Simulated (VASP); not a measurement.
A convergence study with VASP on CoSi$_{2}$ (space group no. 225 when undisturbed): one setting is varied, all else stays as given below, so the limit is that of these other settings. One atom is moved off its site, so that forces are finite.

```xyz
3
Lattice="0.0000 2.6720 2.6720 2.6720 0.0000 2.6720 2.6720 2.6720 0.0000" Properties=species:S:1:pos:R:3 pbc="T T T"
Co     0.0000     0.0000     0.0500
Si     1.3360     1.3360     1.3360
Si     4.0079     4.0079     4.0079
```

These are PBEsol GGA, VASP's PBE PAW potentials (set 64) (plane waves; VASP) values and carry that method's errors. The tightest run used: 720 eV cut-off, 11×11×11 Γ-centred mesh, Fermi-Dirac smearing of 0.10 eV, potentials Co Si.

```csv
setting,E (eV/atom),pressure (GPa),largest force (eV/Å),plane waves
ENCUT = 105,7.4548,-794.79,0.008,99
ENCUT = 120,0.4020,-509.93,0.286,125
ENCUT = 135,-3.5760,-310.99,0.465,144
ENCUT = 150,-5.5149,-180.36,0.640,169
ENCUT = 165,-6.3815,-104.19,0.673,191
ENCUT = 180,-6.7204,-62.36,0.631,220
ENCUT = 210,-6.9065,-23.30,0.551,275
ENCUT = 240,-6.9599,-8.52,0.564,331
```

### Question
These are the cheaper rows. Estimate the results at ENCUT = 720, and how far the last row shown lies from them.

### Answer

```json
[
 {"quantity": "E (eV/atom)", "tightest run": "-6.9872", "last row shown is off by": "0.0272"},
 {"quantity": "pressure (GPa)", "tightest run": "-2.93", "last row shown is off by": "-5.59"},
 {"quantity": "largest force (eV/Å)", "tightest run": "0.587", "last row shown is off by": "-0.023"}
]
```

Left out are rungs that failed or repeat a setting and relaxations that didn't move; long series are thinned to 24 rows.

The structure is a typed CoSi2 crystal (space group no. 225). The cell was not relaxed at this level, it is distorted from the ideal structure. The run is not spin-polarised, so no magnetic state was tried. The electron count is odd and the run is not spin-polarised, which forces a metal.
